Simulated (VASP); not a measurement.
Level of theory: PBE GGA, VASP's PBE PAW potentials (set 64) (plane waves; VASP).

VASP input:

### INCAR
```
ENCUT  =  400   ! plane-wave cut-off (eV)
PREC  =  Accurate
ALGO  =  Normal   ! blocked Davidson
NELM  =  100   ! most electronic steps
ISIF  =  2   ! forces and stress, cell fixed
SYSTEM  =  Si3N4
LWAVE  =  .False.
LASPH  =  .True.   ! aspherical one-centre terms
LREAL  =  Auto   ! projection in real space or not
SIGMA  =  0.1   ! width (eV)
EDIFF  =  1E-6
GGA  =  PE
ISMEAR  =  -1   ! Fermi-Dirac
LCHARG  =  .False.
```

File KPOINTS:
```
Automatic mesh
0
G
6 6 6
0 0 0
```

**POSCAR**
```
Si3N4
1
    0.0000000000     4.0353300000     4.0353300000
    4.0353300000     0.0000000000     4.0353300000
    4.0353300000     4.0353300000     0.0000000000
Si N
6 8
Direct
  0.1250000000   0.1250000000   0.1250000000
  0.6250000000   0.1250000000   0.1250000000
  0.1250000000   0.6250000000   0.1250000000
  0.1250000000   0.1250000000   0.6250000000
  0.7500000000   0.7500000000   0.7500000000
  0.5000000000   0.5000000000   0.5000000000
  0.3626000000   0.3626000000   0.3626000000
  0.9122000000   0.3626000000   0.3626000000
  0.3626000000   0.9122000000   0.3626000000
  0.3626000000   0.3626000000   0.9122000000
  0.8874000000   0.8874000000   0.8874000000
  0.3378000000   0.8874000000   0.8874000000
  0.8874000000   0.3378000000   0.8874000000
  0.8874000000   0.8874000000   0.3378000000
```

POTCAR, in this order: Si N (PBE.64 set). Program: vasp_std.

Output

OSZICAR:
```
       N       E                     dE             d eps       ncg     rms          rms(c)
DAV:   1     0.233317184019E+03    0.23332E+03   -0.27519E+04  1280   0.121E+03
DAV:   2    -0.106210899471E+03   -0.33953E+03   -0.32765E+03  1664   0.259E+02
DAV:   3    -0.122956084385E+03   -0.16745E+02   -0.16613E+02  1536   0.639E+01
DAV:   4    -0.123224635442E+03   -0.26855E+00   -0.26734E+00  1552   0.849E+00
DAV:   5    -0.123231658326E+03   -0.70229E-02   -0.70194E-02  1496   0.124E+00    0.235E+01
DAV:   6    -0.110861982269E+03    0.12370E+02   -0.51324E+01  1472   0.289E+01    0.105E+01
DAV:   7    -0.110937015550E+03   -0.75033E-01   -0.19484E+00  1672   0.644E+00    0.546E+00
DAV:   8    -0.110922910579E+03    0.14105E-01   -0.79780E-02  1504   0.159E+00    0.178E+00
DAV:   9    -0.110925811254E+03   -0.29007E-02   -0.14992E-02  1536   0.756E-01    0.314E-01
DAV:  10    -0.110926741173E+03   -0.92992E-03   -0.21327E-03  1504   0.224E-01    0.115E-01
DAV:  11    -0.110926825142E+03   -0.83969E-04   -0.80048E-04  1536   0.128E-01    0.278E-02
DAV:  12    -0.110926814319E+03    0.10823E-04   -0.54067E-05  1528   0.358E-02    0.873E-03
DAV:  13    -0.110926816040E+03   -0.17207E-05   -0.68207E-06  1536   0.121E-02    0.476E-03
DAV:  14    -0.110926816001E+03    0.38329E-07   -0.64794E-07   984   0.411E-03
   1 F= -.11092682E+03 E0= -.11092682E+03  d E =-.110343E-06
```

OUTCAR:
```
------------------------ aborting loop because EDIFF is reached ----------------------------------------
  FORCE on cell =-STRESS in cart. coord.  units (eV):
  Direction    XX          YY          ZZ          XY          YZ          ZX
  --------------------------------------------------------------------------------------
  Total      -21.1435870    -21.1435870    -21.1435870      0.0000000      0.0000000      0.0000000
  in kB     -257.7638946   -257.7638946   -257.7638946      0.0000000      0.0000000      0.0000000
  external PRESSURE =    -257.7638946 kB  Pullay stress =       0.0000000 kB
  volume of cell :      131.42
      direct lattice vectors                 reciprocal lattice vectors
     0.000000000  4.035330000  4.035330000    -0.123905604  0.123905604  0.123905604
     4.035330000  0.000000000  4.035330000     0.123905604 -0.123905604  0.123905604
     4.035330000  4.035330000  0.000000000     0.123905604  0.123905604 -0.123905604
 POSITION                                       TOTAL-FORCE (eV/Angst)
 -----------------------------------------------------------------------------------
      1.00883      1.00883      1.00883         0.000000     -0.000000      0.000000
      1.00883      3.02650      3.02650         0.000000     -0.000000      0.000000
      3.02650      1.00883      3.02650         0.000000     -0.000000      0.000000
      3.02650      3.02650      1.00883         0.000000     -0.000000      0.000000
      6.05300      6.05300      6.05300         0.000000     -0.000000      0.000000
      4.03533      4.03533      4.03533         0.000000     -0.000000      0.000000
      2.92642      2.92642      2.92642         1.105178      1.105178      1.105178
      2.92642      5.14424      5.14424         1.105178     -1.105178     -1.105178
      5.14424      2.92642      5.14424        -1.105178      1.105178     -1.105178
      5.14424      5.14424      2.92642        -1.105178     -1.105178      1.105178
      7.16190      7.16190      7.16190        -1.105178     -1.105178     -1.105178
      7.16190      4.94409      4.94409        -1.105178      1.105178      1.105178
      4.94409      7.16190      4.94409         1.105178     -1.105178      1.105178
      4.94409      4.94409      7.16190         1.105178      1.105178     -1.105178
 -----------------------------------------------------------------------------------
    total drift:                                0.000000      0.000000      0.000000
  FREE ENERGIE OF THE ION-ELECTRON SYSTEM (eV)
  ---------------------------------------------------
  free  energy   TOTEN  =      -110.9268160014 eV

  energy  without entropy=     -110.9268158911  energy(sigma->0) =     -110.92681595
```
(Selected blocks of OUTCAR.)

At this cut-off the stress carries a Pulay error, which pulls relaxed volumes low.

The structure was generated: Si3N4 was put into an ordered model structure, which need not be its known phase. The cell was not relaxed at this level.
